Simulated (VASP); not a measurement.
Li:

```
Li
1.0
    -1.71581    1.71581    1.71581
     1.71581   -1.71581    1.71581
     1.71581    1.71581   -1.71581
Li
1
Direct
  0.00000 0.00000 0.00000
```

- Program: VASP 6.6.1
- Task: relaxation of cell and atoms
- Functional: PBE
- Dispersion: D3(BJ)
- Potentials or basis: VASP PAW PBE potentials, release 64 (Li_sv)
- Cutoff: 600 eV
- k mesh: 16 × 16 × 16
- Occupations: gaussian, width 0.1 eV
- Spin: no spin polarisation

At the start: pressure -1.4 GPa; volume 20.21 Å³/atom.

How do energy, volume and symmetry change on relaxing?

Over 4 steps the energy falls by 9.9 meV/atom and the volume is 18.10 Å³/atom (-10.4 %); space group Im-3m (No. 229, to 0.05 Å).

The path:
```csv
step,energy change (eV),largest force (eV/Å),pressure (GPa),volume (Å³)
1,0.0000,0.0000,-1.35,20.21
2,-0.0039,0.0000,-1.13,19.71
3,-0.0099,0.0000,-0.14,18.27
4,-0.0099,0.0000,0.01,18.10
```

Final structure:
```yaml
crystal:
  lattice:
    - [-1.65392, 1.65392, 1.65392]
    - [1.65392, -1.65392, 1.65392]
    - [1.65392, 1.65392, -1.65392]
  atoms:
    - { symbol: Li, position: [0.00000, 0.00000, 0.00000] }
```

Caveat: the cutoff is under 1.25 times the usual one of these potentials, so pressure, stress and relaxed cells hold a basis-set (Pulay) error; pairwise dispersion overbinds metals, which lowers pressure and volume.
